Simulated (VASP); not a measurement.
Here is the system:

```xyz
2
Lattice="0.0000 2.7300 2.7300 2.7300 0.0000 2.7300 2.7300 2.7300 0.0000" Properties=species:S:1:pos:R:3 pbc="T T T"
Mg     0.0000     0.0000     0.0000
Se     2.7300     2.7300     2.7300
```

Calculation: vdW-DF2, VASP's PBE PAW potentials (set 64) (plane waves; VASP 6.6.1). Run with 520 eV cut-off, 8×8×8 Γ-centred mesh, Gaussian smearing of 0.050 eV, potentials Mg Se.

Energy and stress use the plane-wave basis of the starting cell.

### Question
The ions, cell shape and volume are relaxed. What does this cell relax into?

### Answer

```xyz
2
Lattice="0.0000 2.8026 2.8026 2.8026 0.0000 2.8026 2.8026 2.8026 0.0000" Properties=species:S:1:pos:R:3 pbc="T T T"
Mg     0.0000     0.0000     0.0000
Se     2.8026     2.8026     2.8026
```
Space group Fm-3m (225), at a tolerance of 0.03 Å.

### Question
How do energy and volume change from the first to the last step?

### Answer
The energy (σ→0) changes by -24.7 meV/atom and the volume by +8.2 %, in 3 ionic steps.

```json
[
 {"step": "1", "E(σ→0) (eV)": "-3.9013", "max force (eV/Å)": "0.000", "pressure (GPa)": "5.08", "volume (Å³)": "40.69"},
 {"step": "2", "E(σ→0) (eV)": "-3.9495", "max force (eV/Å)": "0.000", "pressure (GPa)": "-0.68", "volume (Å³)": "44.61"},
 {"step": "3", "E(σ→0) (eV)": "-3.9507", "max force (eV/Å)": "0.000", "pressure (GPa)": "0.02", "volume (Å³)": "44.03"}
]
```

The compound is MgSe in the rock salt structure. This run relaxes it. Symmetry was kept, so distortions that lower it aren't found.
